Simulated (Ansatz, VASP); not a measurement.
**RbBi3: VASP beside Ansatz**

```xyz
4
Lattice="6.7453 0.0000 0.0000 -3.3727 5.8416 0.0000 0.0000 0.0000 3.5401" Properties=species:S:1:pos:R:3 pbc="T T T"
Rb    0.0000    0.0000    1.7701
Bi    3.3727    0.0000    0.0000
Bi    1.6863    2.9208    0.0000
Bi   -1.6863    2.9208    0.0000
```

Alike in both runs: functional PBE; k mesh 3 × 3 × 6; occupations gaussian, width 0.1 eV; no spin polarisation.

Ansatz relaxed the structure, and its values are those at the end. VASP's run is a single point on that final structure, the one shown.

|  | VASP | Ansatz |
| --- | --- | --- |
| version | VASP 6.6.1 | Ansatz 0.2.0 |
| potentials or method | VASP PAW PBE potentials, release 64 (Rb_sv, Bi_d) | scalar-relativistic, plane waves, PAW |
| plane-wave cutoff (eV) | 520 | 420 |
| valence electrons in the cell | 54 | 54 |

Ansatz gave:

- gap on the k mesh at the Fermi level (eV): none
- pressure (GPa): 0.2

Question: What did VASP give for the same quantities?

Answer: gap on the k mesh at the Fermi level (eV): none; pressure (GPa): 0.1.

A gap of «none» marks a metal or a gap that the smearing closes. With one functional, cell and mesh, what is left measures potentials, basis and numerics.

Caveats: spin-orbit coupling is left out, which moves the levels of the heavy elements.
